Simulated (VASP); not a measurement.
OSZICAR of a VASP run on InSb (zinc blende):

**OSZICAR**
```
       N       E                     dE             d eps       ncg     rms          rms(c)
DAV:   1     0.115023210708E+03    0.11502E+03   -0.80217E+03   754   0.144E+03
DAV:   2     0.822696971836E+00   -0.11420E+03   -0.11131E+03   769   0.316E+02
DAV:   3    -0.608778104411E+01   -0.69105E+01   -0.68300E+01   969   0.860E+01
DAV:   4    -0.626091164320E+01   -0.17313E+00   -0.17308E+00   923   0.156E+01
DAV:   5    -0.626845683039E+01   -0.75452E-02   -0.75450E-02  1067   0.273E+00    0.587E+00
DAV:   6    -0.612838025553E+01    0.14008E+00   -0.19560E-01  1049   0.911E+00    0.338E+00
DAV:   7    -0.609743511730E+01    0.30945E-01   -0.11675E-01   968   0.432E+00    0.809E-01
DAV:   8    -0.609793393204E+01   -0.49881E-03   -0.11336E-02  1033   0.165E+00    0.453E-01
DAV:   9    -0.609833960385E+01   -0.40567E-03   -0.79270E-04   872   0.263E-01    0.167E-01
DAV:  10    -0.609847230624E+01   -0.13270E-03   -0.11305E-04   899   0.133E-01    0.492E-02
DAV:  11    -0.609850480360E+01   -0.32497E-04   -0.48161E-05   814   0.807E-02    0.151E-02
DAV:  12    -0.609850582499E+01   -0.10214E-05   -0.20385E-06   784   0.250E-02    0.768E-03
DAV:  13    -0.609850512102E+01    0.70397E-06   -0.67711E-07   600   0.880E-03
   1 F= 0.42481487E+01 E0= 0.42481487E+01  d E =0.424815E+01
       N       E                     dE             d eps       ncg     rms          rms(c)
DAV:   1    -0.160390017607E+02   -0.99405E+01   -0.21981E+02   944   0.262E+02    0.317E+01
DAV:   2    -0.373907890026E+01    0.12300E+02   -0.39680E+01   894   0.244E+02    0.627E+00
DAV:   3    -0.302298420999E+01    0.71609E+00   -0.23644E+00   955   0.191E+01    0.570E+00
DAV:   4    -0.287439286362E+01    0.14859E+00   -0.47144E-01   913   0.794E+00    0.282E+00
DAV:   5    -0.288408979903E+01   -0.96969E-02   -0.22105E-02  1027   0.170E+00    0.125E+00
DAV:   6    -0.288612365018E+01   -0.20339E-02   -0.79698E-03  1142   0.160E+00    0.265E-01
DAV:   7    -0.288612808518E+01   -0.44350E-05   -0.61486E-04   819   0.285E-01    0.991E-02
DAV:   8    -0.288614752998E+01   -0.19445E-04   -0.41968E-05  1206   0.785E-02    0.159E-02
DAV:   9    -0.288614935733E+01   -0.18274E-05   -0.40370E-06   859   0.309E-02    0.127E-02
DAV:  10    -0.288614974275E+01   -0.38542E-06   -0.56210E-07   582   0.657E-03
   2 F= 0.50895573E+01 E0= 0.50896531E+01  d E =0.841409E+00
       N       E                     dE             d eps       ncg     rms          rms(c)
DAV:   1    -0.109458252665E+02   -0.80597E+01   -0.16535E+02   944   0.366E+02    0.132E+01
DAV:   2    -0.661160500255E+01    0.43342E+01   -0.99902E+00   939   0.696E+01    0.584E+00
DAV:   3    -0.559174525164E+01    0.10199E+01   -0.35015E+00  1007   0.410E+01    0.126E+00
DAV:   4    -0.555943490420E+01    0.32310E-01   -0.23271E-01   917   0.733E+00    0.820E-01
DAV:   5    -0.554922583006E+01    0.10209E-01   -0.13990E-02  1044   0.107E+00    0.449E-01
DAV:   6    -0.554753701834E+01    0.16888E-02   -0.44240E-03   989   0.170E+00    0.179E-01
DAV:   7    -0.554698284294E+01    0.55418E-03   -0.25156E-03   949   0.988E-01    0.696E-02
DAV:   8    -0.554697501235E+01    0.78306E-05   -0.10598E-04   927   0.158E-01    0.456E-02
DAV:   9    -0.554697771265E+01   -0.27003E-05   -0.14648E-05   845   0.367E-02    0.218E-02
DAV:  10    -0.554697325373E+01    0.44589E-05   -0.18075E-05   944   0.114E-01    0.431E-03
DAV:  11    -0.554697353958E+01   -0.28585E-06   -0.43927E-07   387   0.126E-02
   3 F= 0.41205352E+01 E0= 0.41205352E+01  d E =-.127613E+00
       N       E                     dE             d eps       ncg     rms          rms(c)
DAV:   1    -0.550884653149E+01    0.38127E-01   -0.74397E-02   949   0.622E+00    0.379E-01
DAV:   2    -0.550615669912E+01    0.26898E-02   -0.58056E-03   924   0.205E+00    0.128E-01
DAV:   3    -0.550572817112E+01    0.42853E-03   -0.11772E-03  1019   0.834E-01    0.810E-02
DAV:   4    -0.550572147984E+01    0.66913E-05   -0.53554E-05   779   0.762E-02    0.567E-02
DAV:   5    -0.550571726746E+01    0.42124E-05   -0.11773E-05   874   0.337E-02    0.227E-02
DAV:   6    -0.550571894407E+01   -0.16766E-05   -0.12912E-06   614   0.130E-02    0.513E-03
DAV:   7    -0.550571967994E+01   -0.73588E-06   -0.96580E-07   382   0.184E-02
   4 F= 0.41198930E+01 E0= 0.41198930E+01  d E =-.128256E+00
       N       E                     dE             d eps       ncg     rms          rms(c)
DAV:   1    -0.549200569060E+01    0.13713E-01   -0.83925E-03   954   0.210E+00    0.127E-01
DAV:   2    -0.549170122512E+01    0.30447E-03   -0.64861E-04   924   0.684E-01    0.431E-02
DAV:   3    -0.549165414125E+01    0.47084E-04   -0.13400E-04  1029   0.282E-01    0.274E-02
DAV:   4    -0.549165419543E+01   -0.54185E-07   -0.60506E-06   754   0.257E-02
   5 F= 0.41198904E+01 E0= 0.41198904E+01  d E =-.128258E+00
       N       E                     dE             d eps       ncg     rms          rms(c)
DAV:   1    -0.551780875473E+01   -0.26155E-01   -0.27064E-02   954   0.379E+00    0.229E-01
DAV:   2    -0.551685843271E+01    0.95032E-03   -0.20690E-03   934   0.121E+00    0.785E-02
DAV:   3    -0.551669875730E+01    0.15968E-03   -0.43246E-04  1029   0.504E-01    0.467E-02
DAV:   4    -0.551669318715E+01    0.55702E-05   -0.19524E-05   769   0.468E-02    0.326E-02
DAV:   5    -0.551668596473E+01    0.72224E-05   -0.40684E-06   864   0.191E-02    0.135E-02
DAV:   6    -0.551668455183E+01    0.14129E-05   -0.38635E-07   377   0.716E-03    0.347E-03
DAV:   7    -0.551668408272E+01    0.46911E-06   -0.39709E-07   377   0.118E-02
   6 F= 0.41199717E+01 E0= 0.41199717E+01  d E =0.813195E-04
       N       E                     dE             d eps       ncg     rms          rms(c)
DAV:   1    -0.549871113423E+01    0.17973E-01   -0.14928E-02   954   0.280E+00    0.168E-01
DAV:   2    -0.549817629724E+01    0.53484E-03   -0.11474E-03   924   0.909E-01    0.571E-02
DAV:   3    -0.549809219447E+01    0.84103E-04   -0.23590E-04  1024   0.373E-01    0.361E-02
DAV:   4    -0.549809175665E+01    0.43782E-06   -0.10706E-05   779   0.342E-02    0.253E-02
DAV:   5    -0.549809241348E+01   -0.65683E-06   -0.23518E-06   796   0.148E-02
   7 F= 0.41198786E+01 E0= 0.41198786E+01  d E =-.117701E-04
```

**Question.** Which electronic solver shows in the log?

**Answer.** It is blocked Davidson (ALGO = Normal, or the opening steps of other solvers). The INCAR had ALGO = Normal.

**Question.** Can the final energy be trusted as converged?

**Answer.** The calculation finished and met its thresholds. It stopped with EDIFF = 1E-6, NELM = 100, NSW = 40 and EDIFFG = -0.02 after 7 ionic steps (PBE GGA, plane waves, VASP's PBE PAW potentials (set 64)). Energy and stress use the plane-wave basis of the starting cell.

The compound is InSb in the zinc blende structure. This run relaxes it under an external pressure of 30 GPa. Symmetry was kept, so distortions that lower it aren't found.
